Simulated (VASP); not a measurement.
VASP input:

### POSCAR
```
Al
1
    0.0000000000     2.0250000000     2.0250000000
    2.0250000000     0.0000000000     2.0250000000
    2.0250000000     2.0250000000     0.0000000000
Al
1
Direct
  0.0000000000   0.0000000000   0.0000000000
```

INCAR:
```
SYSTEM = Al
PREC = Accurate
ENCUT = 400
EDIFF = 1E-6
NELM = 100
ALGO = Normal
LREAL = .FALSE.
LASPH = .TRUE.
ISMEAR = 1
SIGMA = 0.1
GGA = PE
LWAVE = .FALSE.
LCHARG = .FALSE.
ISIF = 2
NBANDS = 1
```

File KPOINTS:
```
Automatic mesh
0
Gamma
12 12 12
0 0 0
```

POTCAR, in this order: Al (PBE.64 set). Program: vasp_std.

Problem. What happens when VASP runs on this input?

Solution. There is a fault: NBANDS is too small to hold all electrons. VASP stops with an error: The number of bands is not sufficient to hold all electrons. I am sorry, but this calculation does not make sense. If you want to calculate only selected states, you need to set either EFERMI or EREF. EREF specifies around which energy states are supposed to be calculated. I found NBANDS = 1, NELECT = 3. ----> I REFUSE TO CONTINUE WITH THIS SICK JOB ... BYE!!! <----

**standard output**
```
 POSCAR found type information on POSCAR Al
 POSCAR found :  1 types and       1 ions
 Reading from existing POTCAR
 Reading from existing POTCAR
 LDA part: xc-table for (Slater+PW92), standard interpolation

 -----------------------------------------------------------------------------
|                                                                             |
|     EEEEEEE  RRRRRR   RRRRRR   OOOOOOO  RRRRRR      ###     ###     ###     |
|     E        R     R  R     R  O     O  R     R     ###     ###     ###     |
|     E        R     R  R     R  O     O  R     R     ###     ###     ###     |
|     EEEEE    RRRRRR   RRRRRR   O     O  RRRRRR       #       #       #      |
|     E        R   R    R   R    O     O  R   R                               |
|     E        R    R   R    R   O     O  R    R      ###     ###     ###     |
|     EEEEEEE  R     R  R     R  OOOOOOO  R     R     ###     ###     ###     |
|                                                                             |
|     The number of bands is not sufficient to hold all electrons. I am       |
|     sorry, but this calculation does not make sense. If you want to         |
|     calculate only selected states, you need to set either EFERMI or        |
|     EREF. EREF specifies around which energy states are supposed to be      |
|     calculated.                                                             |
|     I found NBANDS = 1, NELECT = 3.                                         |
|                                                                             |
|       ---->  I REFUSE TO CONTINUE WITH THIS SICK JOB ... BYE!!! <----       |
|                                                                             |
 -----------------------------------------------------------------------------
```

To mend it, remove NBANDS.

The mended run (PBE GGA, plane waves, VASP's PBE PAW potentials (set 64)) converges, and its OSZICAR ends with
```
   1 F= -.37531730E+01 E0= -.37534303E+01  d E =0.771969E-03
```

The compound is Al in the fcc structure. The cell was not relaxed at this level.
